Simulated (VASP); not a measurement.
Runs of VASP 6.6.1 on TaW. The cell holds a slab with vacuum, 6 atoms: a = 2.816 Å, b = 2.816 Å, c = 26.303 Å, α = 90.00°, β = 90.00°, γ = 110.04°. 

```csv
U,gap on the mesh (eV),largest force (eV/Å)
"Ta d U = 4 eV, W d U = 4 eV",none,(b)
"Ta d U = 6 eV, W d U = 6 eV",none,0.45
"Ta d U = 2 eV, W d U = 2 eV",none,0.46
"Ta d U = 3 eV, W d U = 3 eV",none,(a)
"Ta d U = 5 eV, W d U = 5 eV",none,0.36
```

Alike in all rows: task single point; level PBEsol+U; potentials or basis VASP PAW PBE potentials, release 64 (W_sv, Ta_pv); no spin polarisation; cell as given; k mesh 7 × 7 × 1; cutoff (eV) 520; smearing fermi-dirac 0.05 eV.

Q: Estimate the missing entries.

A: (a) 0.43; (b) 0.39.

Caveats: the PAW data sets were made with another functional, which shifts forces and pressure a little; U without spin polarisation on a metal has little footing; the U is typed as a test and isn't derived for this compound.

A k mesh can miss the band edges, and the runs leave out spin-orbit coupling on Ta, W.

A gap of «none» marks a metal or a gap under the smearing width.
